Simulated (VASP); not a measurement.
Method: LDA (Ceperley-Alder, Perdew-Zunger), VASP's LDA PAW potentials (set 64) (plane waves; VASP 6.6.1).

The input files of a VASP run:

**POSCAR**
```
MgS
1
    0.0000000000     2.4211057047     2.4211057047
    2.4211057047     0.0000000000     2.4211057047
    2.4211057047     2.4211057047     0.0000000000
Mg S
1 1
Direct
  0.0000000000   0.0000000000   0.0000000000
  0.5000000000   0.5000000000   0.5000000000
```

### INCAR
```
ALGO = Normal
EDIFF = 1E-6
EDIFFG = -0.02
ENCUT = 500
IBRION = 2
ISIF = 3
ISMEAR = 0
LASPH = .TRUE.
LCHARG = .FALSE.
LREAL = .FALSE.
LWAVE = .FALSE.
NELM = 100
NSW = 40
PREC = Accurate
PSTRESS = 200
SIGMA = 0.05
SYSTEM = MgS
```

File KPOINTS:
```
kpoints
0
gamma
9 9 9
0 0 0
```

POTCAR, in this order: Mg S (LDA.64 set). Program: vasp_std.

The resulting files:

### OUTCAR
```
 ion  position               nearest neighbor table
   1  0.000  0.000  0.000-   2 2.42   2 2.42   2 2.42   2 2.42   2 2.42   2 2.42
   2  0.500  0.500  0.500-   1 2.42   1 2.42   1 2.42   1 2.42   1 2.42   1 2.42
  LATTYP: Found a face centered cubic cell.
 ALAT       =     4.8422114094
 Subroutine PRICEL returns:
 Original cell was already a primitive cell.
 Subroutine GETGRP returns: Found 48 space group operations
The static configuration has the point symmetry O_h .
The dynamic configuration has the point symmetry O_h .
 Subroutine INISYM returns: Found 48 space group operations
 Subroutine IBZKPT returns following result:
 Found     35 irreducible k-points:

 Following reciprocal coordinates:
            Coordinates               Weight
  0.000000  0.000000  0.000000      1.000000
  0.111111  0.000000  0.000000      8.000000
  0.222222  0.000000  0.000000      8.000000
  0.333333  0.000000  0.000000      8.000000
  0.444444  0.000000  0.000000      8.000000
  0.111111  0.111111  0.000000      6.000000
  0.222222  0.111111  0.000000     24.000000
  0.333333  0.111111  0.000000     24.000000
  0.444444  0.111111  0.000000     24.000000
...
```

### OSZICAR
```
       N       E                     dE             d eps       ncg     rms          rms(c)
DAV:   1     0.196809651988E+02    0.19681E+02   -0.38048E+03   592   0.801E+02
DAV:   2    -0.904757456362E+01   -0.28729E+02   -0.27140E+02   792   0.112E+02
DAV:   3    -0.971497401217E+01   -0.66740E+00   -0.66740E+00   696   0.223E+01
DAV:   4    -0.971710767354E+01   -0.21337E-02   -0.21337E-02   920   0.139E+00
DAV:   5    -0.971710895187E+01   -0.12783E-05   -0.12783E-05   696   0.324E-02    0.563E+00
DAV:   6    -0.937311284193E+01    0.34400E+00   -0.77807E-01   560   0.462E+00    0.438E+00
DAV:   7    -0.931980885927E+01    0.53304E-01   -0.22956E-01   688   0.256E+00    0.257E+00
DAV:   8    -0.931619084476E+01    0.36180E-02   -0.72215E-03   664   0.645E-01    0.830E-01
DAV:   9    -0.931605639001E+01    0.13445E-03   -0.29362E-04   776   0.133E-01    0.196E-01
DAV:  10    -0.931605429054E+01    0.20995E-05   -0.89064E-06   776   0.223E-02    0.693E-02
DAV:  11    -0.931605424481E+01    0.45728E-07   -0.11154E-06   512   0.670E-03
   1 F= -.57728951E+01 E0= -.57728951E+01  d E =-.577290E+01
```

File OUTCAR:
```
------------------------ aborting loop because EDIFF is reached ----------------------------------------
  FORCE on cell =-STRESS in cart. coord.  units (eV):
  Direction    XX          YY          ZZ          XY          YZ          ZX
  --------------------------------------------------------------------------------------
  Total        3.5157203      3.5157203      3.5157203      0.0000000      0.0000000      0.0000000
  in kB      198.4511634    198.4511634    198.4511634      0.0000000      0.0000000      0.0000000
  external PRESSURE =      -1.5488366 kB  Pullay stress =     200.0000000 kB
  volume of cell :       28.38
      direct lattice vectors                 reciprocal lattice vectors
     0.000000000  2.421105705  2.421105705    -0.206517212  0.206517212  0.206517212
     2.421105705  0.000000000  2.421105705     0.206517212 -0.206517212  0.206517212
     2.421105705  2.421105705  0.000000000     0.206517212  0.206517212 -0.206517212
 POSITION                                       TOTAL-FORCE (eV/Angst)
 -----------------------------------------------------------------------------------
      0.00000      0.00000      0.00000         0.000000     -0.000000      0.000000
      2.42111      2.42111      2.42111        -0.000000      0.000000     -0.000000
 -----------------------------------------------------------------------------------
    total drift:                                0.000000      0.000000      0.000000
  FREE ENERGIE OF THE ION-ELECTRON SYSTEM (eV)
  ---------------------------------------------------
  free  energy   TOTEN  =        -9.3160542448 eV

  energy  without entropy=       -9.3160542448  energy(sigma->0) =       -9.31605424
  enthalpy is  TOTEN    =        -5.7728950804 eV   P V=        3.5431591644

 reached required accuracy - stopping structural energy minimisation
```
(Selected blocks of OUTCAR.)

The compound is MgS in the rock salt structure. It was relaxed first under an external pressure of 20 GPa.
